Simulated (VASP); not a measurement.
## Ge2Sb2Te5 under changes of volume

One of the cells (29.363 Å³/atom); the others are scaled copies at fixed shape and fractional positions:

```
CELL_PARAMETERS angstrom
6.68668 -2.98238 -0.03688
6.68668 2.98238 -0.03688
-6.71558 0.00000 6.66293
ATOMIC_POSITIONS crystal
Te 0.59374 0.59374 0.38238
Te 0.79869 0.79869 0.18826
Te 0.00541 0.00541 0.00071
Te 0.21348 0.21348 0.81676
Te 0.41192 0.41192 0.60329
Sb 0.89226 0.89226 0.58296
Sb 0.10830 0.10830 0.42461
Ge 0.28610 0.28610 0.20246
Ge 0.49010 0.49010 0.99857
```

The cell comes from a database or a generator and needn't be the stable form of this composition.

```yaml
Program: VASP 6.6.1
Functional: LDA
Potentials_or_basis: VASP PAW LDA potentials, release 64 (Te, Sb, Ge_d)
Cutoff: 520 eV
k_mesh: 4 × 4 × 4
Occupations: gaussian, width 0.02 eV
Spin: no spin polarisation
```

```tsv
volume (Å³/atom)	energy over the lowest point (meV/atom)	pressure (GPa)	largest force (eV/Å)
28.189	?	?	?
28.776	2.19	1.2	0.115
29.363	0.00	0.0	0.004
29.951	1.95	-1.1	0.108
30.538	7.62	-2.0	0.207
```

Problem. What does the run at 28.189 Å³/atom give?

Solution. Energy over the lowest point 8.99 meV/atom; pressure 2.5 GPa; largest force 0.240 eV/Å.

Worked out: A Birch-Murnaghan fit of order 2 (a polynomial in V^(-2/3)) to the other rows has its minimum at 29.37 Å³/atom with B0 = V·E''(V) = 56 GPa at fixed shape and positions, which overstates the stiffness. It gives 8.93 meV/atom at 28.189 Å³/atom, against the run's 8.99, and -dE/dV = 2.5 GPa, against 2.5.

Energies are extrapolated to zero smearing.
